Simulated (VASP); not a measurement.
Computed with PBEsol GGA, VASP's PBE PAW potentials (set 64) (plane waves; VASP).

Input for VASP

INCAR:
```
SYSTEM = ZnSe(110) slab
PREC = Normal; ENCUT = 400; LREAL = F
LASPH = T
EDIFF = 1E-5; NELM = 100; NELMIN = 4
ALGO = Normal; LMAXMIX = 4
ISMEAR = 0; SIGMA = 0.05
GGA = PS
IBRION = 2; NSW = 120; ISIF = 2
EDIFFG = -0.03
LWAVE = T; LCHARG = F
DIPOL = 0.5 0.5 0.5
LDIPOL = T; IDIPOL = 3
```

### POSCAR
```
ZnSe(110) slab
1.0
  5.6409181954   0.0000000000   0.0000000000
  0.0000000000   3.9887310611   0.0000000000
  0.0000000000   0.0000000000  26.8892581872
Zn Se
6 6
direct
  0.9425178949   0.0000000000   0.6672863644
  0.5185424622   0.5000000000   0.6159024083
  0.0148800933   0.0000000000   0.5350954364
  0.5148800933   0.5000000000   0.4649045636
  0.0185424622   0.0000000000   0.3840975917
  0.4425178949   0.5000000000   0.3327136356
  0.2668103987   0.0000000000   0.6099777441
  0.7446793280   0.5000000000   0.6925708402
  0.2625698228   0.0000000000   0.4608871980
  0.7625698228   0.5000000000   0.5391128020
  0.2446793280   0.0000000000   0.3074291598
  0.7668103987   0.5000000000   0.3900222559
```

### KPOINTS
```
Automatic mesh
0
Gamma
4 5 1
0 0 0
```

POTCAR, in this order: Zn Se (PBE.64 set). Program: vasp_std.

What VASP printed:

OSZICAR:
```
       N       E                     dE             d eps       ncg     rms          rms(c)
DAV:   1     0.699168271004E+03    0.69917E+03   -0.40046E+04  1192   0.127E+03
DAV:   2     0.470996728551E+02   -0.65207E+03   -0.63289E+03  1312   0.314E+02
DAV:   3    -0.376610001894E+02   -0.84761E+02   -0.84223E+02  1328   0.121E+02
DAV:   4    -0.415016818062E+02   -0.38407E+01   -0.38298E+01  1336   0.231E+01
DAV:   5    -0.415891279897E+02   -0.87446E-01   -0.87424E-01  1344   0.334E+00    0.122E+01
DAV:   6    -0.394927516719E+02    0.20964E+01   -0.56503E+00  1536   0.411E+01    0.933E+00
DAV:   7    -0.394822053995E+02    0.10546E-01   -0.41620E+00  1272   0.734E+00    0.329E+00
DAV:   8    -0.394584448952E+02    0.23761E-01   -0.19685E-01  1392   0.521E+00    0.815E-01
DAV:   9    -0.394551468072E+02    0.32981E-02   -0.62213E-02  1368   0.415E+00    0.329E-01
DAV:  10    -0.394553912452E+02   -0.24444E-03   -0.11385E-02  1352   0.169E+00    0.184E-01
DAV:  11    -0.394559771639E+02   -0.58592E-03   -0.31296E-03  1440   0.422E-01    0.108E-01
DAV:  12    -0.394564288044E+02   -0.45164E-03   -0.87095E-04  1240   0.235E-01    0.458E-02
DAV:  13    -0.394564421796E+02   -0.13375E-04   -0.30667E-04  1360   0.282E-01    0.193E-02
DAV:  14    -0.394564900195E+02   -0.47840E-04   -0.10081E-04  1296   0.745E-02    0.199E-02
DAV:  15    -0.394565234758E+02   -0.33456E-04   -0.37234E-05  1176   0.977E-02    0.552E-03
DAV:  16    -0.394565635689E+02   -0.40093E-04   -0.14585E-05   904   0.306E-02    0.602E-03
DAV:  17    -0.394565842399E+02   -0.20671E-04   -0.79629E-06   848   0.460E-02    0.275E-03
DAV:  18    -0.394566018487E+02   -0.17609E-04   -0.36445E-06   840   0.175E-02    0.304E-03
DAV:  19    -0.394566160921E+02   -0.14243E-04   -0.18596E-06   824   0.198E-02    0.110E-03
DAV:  20    -0.394566228012E+02   -0.67091E-05   -0.66867E-07   832   0.488E-03
   1 F= -.39456623E+02 E0= -.39456623E+02  d E =-.394566E+02
       N       E                     dE             d eps       ncg     rms          rms(c)
DAV:   1    -0.394568156626E+02   -0.19957E-03   -0.32438E-02  1208   0.727E-01    0.516E-02
DAV:   2    -0.394568955570E+02   -0.79894E-04   -0.88739E-04  1328   0.136E-01    0.192E-02
DAV:   3    -0.394568957112E+02   -0.15416E-06   -0.24467E-05   912   0.418E-02    0.140E-02
DAV:   4    -0.394568960980E+02   -0.38684E-06   -0.38961E-06   776   0.528E-02
   2 F= -.39456896E+02 E0= -.39456896E+02  d E =-.273297E-03
```

OUTCAR:
```
------------------------ aborting loop because EDIFF is reached ----------------------------------------
  FORCE on cell =-STRESS in cart. coord.  units (eV):
  Direction    XX          YY          ZZ          XY          YZ          ZX
  --------------------------------------------------------------------------------------
  Total       -1.2463692     -1.8420884     -0.8018742      0.0000000      0.0000000      0.0000000
  in kB       -3.3006077     -4.8781783     -2.1235058      0.0000000      0.0000000      0.0000000
  external PRESSURE =      -3.4340973 kB  Pullay stress =       0.0000000 kB
  volume of cell :      605.01
      direct lattice vectors                 reciprocal lattice vectors
     5.640918195  0.000000000  0.000000000     0.177276104  0.000000000  0.000000000
     0.000000000  3.988731061  0.000000000     0.000000000  0.250706298  0.000000000
     0.000000000  0.000000000 26.889258187     0.000000000  0.000000000  0.037189572
 POSITION                                       TOTAL-FORCE (eV/Angst)
 -----------------------------------------------------------------------------------
      5.31590      0.00000     17.94205        -0.006365      0.000000     -0.020225
      2.92501      1.99437     16.56130        -0.001716      0.000000     -0.005799
      0.08463      0.00000     14.38768         0.002723      0.000000     -0.007449
      2.90509      1.99437     12.50158         0.002723      0.000000      0.007449
      0.10455      0.00000     10.32796        -0.001716      0.000000      0.005799
      2.49544      1.99437      8.94721        -0.006365      0.000000      0.020225
      1.50471      0.00000     16.40124        -0.005721      0.000000     -0.009109
      4.20170      1.99437     18.62173         0.014669      0.000000     -0.015168
      1.48057      0.00000     12.39472        -0.003590      0.000000      0.019087
      4.30103      1.99437     14.49454        -0.003590      0.000000     -0.019087
      1.38124      0.00000      8.26753         0.014669      0.000000      0.015168
      4.32517      1.99437     10.48802        -0.005721      0.000000      0.009109
 -----------------------------------------------------------------------------------
    total drift:                                0.020895      0.000000     -0.000230
  FREE ENERGIE OF THE ION-ELECTRON SYSTEM (eV)
  ---------------------------------------------------
  free  energy   TOTEN  =       -39.4568960980 eV

  energy  without entropy=      -39.4568960980  energy(sigma->0) =      -39.45689610

 reached required accuracy - stopping structural energy minimisation
```
(Selected blocks of OUTCAR.)

### CONTCAR
```
ZnSe(110) slab
   1.00000000000000
     5.6409181954000003    0.0000000000000000    0.0000000000000000
     0.0000000000000000    3.9887310611000002    0.0000000000000000
     0.0000000000000000    0.0000000000000000   26.8892581871999994
  Zn              Se
     6     6
Direct
     0.9423814548091609    0.0000000000000000    0.6672572166169787
     0.5185348505138949    0.5000000000000000    0.6159076592844270
     0.0150028497536682    0.0000000000000000    0.5350715044454223
     0.5150028497536682    0.5000000000000000    0.4649284955545778
     0.0185348505138949    0.0000000000000000    0.3840923407155730
     0.4423814548091610    0.5000000000000000    0.3327427833830213
     0.2667488799771157    0.0000000000000000    0.6099551087642500
     0.7448615536195670    0.5000000000000000    0.6925340742742665
     0.2624704112265986    0.0000000000000000    0.4609543440470948
     0.7624704112265986    0.5000000000000000    0.5390456559529052
     0.2448615536195669    0.0000000000000000    0.3074659257257336
     0.7667488799771157    0.5000000000000000    0.3900448912357501
```

**OUTCAR**
```
 val. band max:       -2.4335374496   @ k =   0.0000   0.0000   0.0000

 cond. band min:      -0.7441962766   @ k =   0.0000   0.0000   0.0000


 Fermi energy:        -2.2150715490

 k-point     1 :       0.0000    0.0000    0.0000
  band No.  band energies     occupation
      1     -15.6684      2.00000
      2     -15.4032      2.00000
      3     -14.9809      2.00000
      4     -14.7142      2.00000
      5     -14.5577      2.00000
      6     -14.5479      2.00000
      7      -9.0682      2.00000
      8      -9.0549      2.00000
      9      -9.0417      2.00000
     10      -9.0381      2.00000
     11      -8.9870      2.00000
     12      -8.9600      2.00000
     13      -8.9479      2.00000
     14      -8.9232      2.00000
     15      -8.8993      2.00000
     16      -8.8708      2.00000
     17      -8.8417      2.00000
     18      -8.8393      2.00000
     19      -8.8047      2.00000
     20      -8.7807      2.00000
     21      -8.7540      2.00000
     22      -8.7242      2.00000
     23      -8.7110      2.00000
     24      -8.6958      2.00000
     25      -8.6838      2.00000
     26      -8.6829      2.00000
     27      -8.6707      2.00000
     28      -8.6391      2.00000
     29      -8.6340      2.00000
     30      -8.6250      2.00000
     31      -8.6044      2.00000
     32      -8.5847      2.00000
     33      -8.5711      2.00000
     34      -8.5429      2.00000
     35      -8.4316      2.00000
     36      -8.3957      2.00000
     37      -7.1758      2.00000
     38      -6.9280      2.00000
     39      -6.3085      2.00000
     40      -6.0809      2.00000
     41      -5.3416      2.00000
     42      -5.1125      2.00000
     43      -5.0375      2.00000
     44      -4.5258      2.00000
     45      -4.4918      2.00000
     46      -4.1678      2.00000
     47      -3.9559      2.00000
     48      -3.5769      2.00000
     49      -3.5135      2.00000
     50      -2.9742      2.00000
     51      -2.8379      2.00000
...
```

The cell is a thin slab with vacuum, built from ZnSe (zinc blende): (110) face.
